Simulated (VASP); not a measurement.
The input files of a VASP run:

INCAR:
```
SYSTEM = ZrPbO3
PREC = Accurate; ENCUT = 520; LREAL = F
LASPH = T
EDIFF = 1E-6; NELM = 100; ALGO = Normal
LMAXMIX = 4
ISMEAR = 0; SIGMA = 0.05
GGA = PS
IBRION = 2; NSW = 60; ISIF = 3
EDIFFG = -0.02
LWAVE = F; LCHARG = F
```

File POSCAR:
```
ZrPbO3
1
    4.1441566362    -0.0000000000    -0.0000000000
   -0.0000000000     4.1441566362    -0.0000000000
   -0.0000000000    -0.0000000000     4.1441566362
Zr Pb O
1 1 3
Direct
  0.0000000000   0.0000000000   0.0000000000
  0.5000000000   0.5000000000   0.5000000000
  0.5000000000   0.0000000000   0.0000000000
  0.0000000000   0.5000000000   0.0000000000
  0.0000000000   0.0000000000   0.5000000000
```

File KPOINTS:
```
Automatic mesh
0
gamma
5 5 5
```

POTCAR, in this order: Zr_sv Pb_d O (PBE.64 set). Program: vasp_std.

Question: Translate this PBEsol calculation to Ansatz.

Answer: One equivalent input (not run):
Ansatz 0.2 input:
```yaml
crystal:
  lattice:
    - [4.1441566, 0.0000000, 0.0000000]
    - [0.0000000, 4.1441566, 0.0000000]
    - [0.0000000, 0.0000000, 4.1441566]
  atoms:
    - { symbol: Zr, position: [0.0000000, 0.0000000, 0.0000000] }
    - { symbol: Pb, position: [0.5000000, 0.5000000, 0.5000000] }
    - { symbol: O, position: [0.5000000, 0.0000000, 0.0000000] }
    - { symbol: O, position: [0.0000000, 0.5000000, 0.0000000] }
    - { symbol: O, position: [0.0000000, 0.0000000, 0.5000000] }
kpoints:
  mp_grid: { grid: [5, 5, 5] }
hamiltonian:
  xc: pbesol
  pseudopotentials: { kind: paw }
scf:
  occupations: { method: gaussian, width: 0.05 }
  max_iter: 100
relax:
  max_steps: 60
  f_tol: 0.02
  cell: {}
output: { forces: true, stress: true, eigenvalues: true }
```
What does not carry over: each code has its own PAW files, so the cut-off isn't converted (ENCUT is set for VASP's; basis.ecutwfc is left out, and Ansatz then takes the one that its files recommend); Ansatz stops its SCF on the density residual and VASP on the energy change (EDIFF).

The structure comes from a computed database's ZrPbO3 entry (Pm-3m); how it stands against other phases isn't given here. It was relaxed first. The start is the result of an earlier pass.
